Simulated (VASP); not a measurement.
Here is a VASP 6.6.1 calculation.

The input INCAR:

```
PREC = Accurate
ENCUT = 520
EDIFF = 1E-6
ISMEAR = 0
SIGMA = 0.01
LREAL = F
LASPH = T
NELM = 100
ALGO = Fast
ISIF = 2
LWAVE = F
LCHARG = F
GGA = AM
LOPTICS = T
NBANDS = 66
NEDOS = 1000
CSHIFT = 0.05
```

KPOINTS

```
regular mesh
0
Gamma
  5 5 5
```

Contents of POSCAR:

```
LaMg6Nb
1.0
    5.0649350000      0.0000000000      0.0000000000
    0.0000000000      3.2452500000      5.7732005000
    0.0000000000     -3.2452500000      5.7732005000
La Nb Mg
1 1 6
Direct
    0.0000000000      0.8073710000      0.8073710000
    0.5000000000      0.6872470000      0.6872470000
    0.5000000000      0.1692830000      0.1692830000
    0.5000000000      0.1879240000      0.6664220000
    0.5000000000      0.6664220000      0.1879240000
    0.0000000000      0.3332840000      0.3332840000
    0.0000000000      0.3381440000      0.8103240000
    0.0000000000      0.8103240000      0.3381440000
```

Potentials or basis: VASP PAW PBE potentials, release 64 (La, Nb_sv, Mg).

Command:

```bash
$ cat potpaw_PBE.64/La/POTCAR potpaw_PBE.64/Nb_sv/POTCAR potpaw_PBE.64/Mg/POTCAR > POTCAR
$ mpirun -np 1 vasp_std > vasp.out
```

Task: Predict the largest force.

Result: 0.299 eV/Å.

Task: Predict the band gap on the k mesh.

Result: None (metal or under the smearing width).

Stress tensor (GPa, compression positive):
```
-1.68  0.00  0.00
 0.00 -1.32  0.00
 0.00  0.00 -1.42
```

Caveat: the PAW data sets were made with another functional, which shifts forces and pressure a little. The run has no spin-orbit coupling, so splittings on La are missing.
